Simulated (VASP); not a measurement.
# Hf (relaxed from the bcc structure, space group Im-3m): computed properties

These are r2SCAN meta-GGA, VASP's PBE PAW potentials (set 64) (plane waves; VASP) values and carry that method's errors.

```yaml
space_group: Im-3m (229)
cell: a = b = c = 3.535 Å, α = β = γ = 90.00°
volume_per_atom: 22.08 Å³/atom
band gap (over mesh and band path): none (metal, semimetal or under 0.01 eV)
density: 13.42 g/cm³
```

```
Hf
1.0
   -1.76726     1.76726     1.76726
    1.76726    -1.76726     1.76726
    1.76726     1.76726    -1.76726
Hf
1
Direct
  0.00000   0.00000   0.00000
```

Unless said otherwise, spin-orbit coupling is left out, though it shifts the bands of the heavy elements here.

The structure was generated: Hf was put into the bcc type (Im-3m), which need not be its known phase. It was relaxed first. Symmetry was kept, so distortions that lower it aren't found.
